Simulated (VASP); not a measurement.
These are PBE GGA, VASP's PBE PAW potentials (set 64) (plane waves; VASP) values and carry that method's errors.

A VASP calculation is set up with these files.

### INCAR
```
SIGMA  =  0.1   # width (eV)
SYSTEM  =  As
ALGO  =  Normal   # blocked Davidson
LREAL  =  Auto   # projection in real space or not
ISIF  =  2   # forces and stress, cell fixed
LMAXMIX  =  4   # l cut-off of mixed one-centre charges
GGA  =  PE   # PBE
LASPH  =  T
PREC  =  Accurate
EDIFF  =  1E-6
LWAVE  =  F
LCHARG  =  F
ISMEAR  =  1   # Methfessel-Paxton
NELM  =  100   # most electronic steps
ENCUT  =  400
```

POSCAR:
```
As
3.6803640
  1.0000000000  -0.5108190386   0.0000000000
  1.0000000000   0.5108190386   0.0000000000
  0.7390638535   0.0000000000   0.8454114865
As
2
Cart
  0.6217674947   0.0000000000   0.1919084074
  2.1172963587   0.0000000000   0.6535030790
```

KPOINTS:
```
Regular mesh
0
gamma
  11 11 11
```

POTCAR, in this order: As (PBE.64 set). Program: vasp_std.

### Question
What will the output report for the number of irreducible k-points (NKPTS), number of bands (NBANDS), largest plane-wave count, number of space-group operations, FFT grid (NGX, NGY, NGZ)?

### Answer

```json
{
  "number of irreducible k-points (NKPTS)": "146",
  "number of bands (NBANDS)": "9",
  "largest_plane_wave_count": "791",
  "number_of_space_group_operations": "12",
  "FFT grid (NGX, NGY, NGZ)": "28 × 28 × 28"
}
```

The compound is As in the a7 structure. The cell was not relaxed at this level. The run is one of a series of settings (LREAL = Auto against the base run), some of them coarse on purpose.
